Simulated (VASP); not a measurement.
Here is a VASP 6.6.1 calculation.

File INCAR:

```
SYSTEM = Sb
PREC = Accurate
ENCUT = 520
EDIFF = 1E-7
ISMEAR = -1
SIGMA = 0.05
LREAL = .False.
LASPH = .True.
NELM = 100
ALGO = Normal
ISIF = 2
LWAVE = .False.
LCHARG = .False.
GGA = CA
LEFG = .True.
```

Contents of KPOINTS:

```
Automatic mesh
0
Gamma
  9 9 9
  0 0 0
```

The input POSCAR:

```
Sb
1.0
    2.1542000000      1.2437279499      3.7580000000
   -2.1542000000      1.2437279499      3.7580000000
    0.0000000000     -2.4874558998      3.7580000000
Sb
2
Direct
    0.2334900000      0.2334900000      0.2334900000
    0.7665100000      0.7665100000      0.7665100000
```

Potentials or basis: VASP PAW LDA potentials, release 64 (Sb).

Launch:

```console
$ cat potpaw_LDA.64/Sb/POTCAR > POTCAR
$ mpirun -np 1 vasp_std > vasp.out
```

Problem. Estimate the largest force.

Solution. 0.098 eV/Å.

Problem. What does it give for the pressure?

Solution. -0.9 GPa.

Problem. What does it give for the band gap on the k mesh?

Solution. 0.10 eV, indirect (least direct gap 0.49 eV).

Forces on the atoms (eV/Å):
```
Sb   0.000  0.000  0.098
Sb   0.000  0.000 -0.098
```

Caveat: spin-orbit coupling is left out, which moves the levels of the heavy elements; an odd mesh through Γ misses points on the zone boundary, where band edges often lie.
